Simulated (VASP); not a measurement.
VASP ran on this input.

File POSCAR:
```
CsPbBr3
1
    5.7790495137    -0.0000000000     0.0000000000
   -0.0000000000     5.7790495137     0.0000000000
    0.0000000000     0.0000000000     5.7790495137
Cs Pb Br
1 1 3
Direct
  0.0000000000   0.0000000000   0.0000000000
  0.5000000000   0.5000000000   0.5000000000
  0.5000000000   0.0000000000   0.5000000000
  0.0000000000   0.5000000000   0.5000000000
  0.5000000000   0.5000000000   0.0000000000
```

INCAR:
```
ALGO = Normal
EDIFF = 1E-8
EDIFFG = -0.001
ENCUT = 400
IBRION = 1
ISIF = 2
ISMEAR = 0
LASPH = T
LCHARG = F
LMAXMIX = 4
LREAL = F
LWAVE = F
NELM = 100
NSW = 30
PREC = Accurate
SIGMA = 0.05
SYSTEM = CsPbBr3
```

### KPOINTS
```
Automatic mesh
0
Gamma
4 4 4
0 0 0
```

POTCAR, in this order: Cs_sv Pb_d Br (LDA.64 set). Program: vasp_std.

Question: Write an equivalent input for Ansatz.

Answer: One equivalent input (not run):
Ansatz 0.2 input:
```yaml
crystal:
  lattice:
    - [5.7790495, 0.0000000, 0.0000000]
    - [0.0000000, 5.7790495, 0.0000000]
    - [0.0000000, 0.0000000, 5.7790495]
  atoms:
    - { symbol: Cs, position: [0.0000000, 0.0000000, 0.0000000] }
    - { symbol: Pb, position: [0.5000000, 0.5000000, 0.5000000] }
    - { symbol: Br, position: [0.5000000, 0.0000000, 0.5000000] }
    - { symbol: Br, position: [0.0000000, 0.5000000, 0.5000000] }
    - { symbol: Br, position: [0.5000000, 0.5000000, 0.0000000] }
kpoints:
  mp_grid: { grid: [4, 4, 4] }
hamiltonian:
  xc: lda
  pseudopotentials: { kind: paw }
scf:
  occupations: { method: gaussian, width: 0.05 }
  max_iter: 100
relax:
  max_steps: 30
  f_tol: 0.001
output: { forces: true, stress: true, eigenvalues: true }
```
Limits of the translation: each code has its own PAW files, so the cut-off isn't converted (ENCUT is set for VASP's; basis.ecutwfc is left out, and Ansatz then takes the one that its files recommend); Ansatz stops its SCF on the density residual and VASP on the energy change (EDIFF); Ansatz's lda is the Perdew-Wang form, while the LDA potentials of VASP carry Perdew-Zunger's.

The compound is CsPbBr3 in the cubic perovskite structure, the ideal cubic form; the compound distorts at low or room temperature. It was relaxed first. The start is the result of an earlier pass.
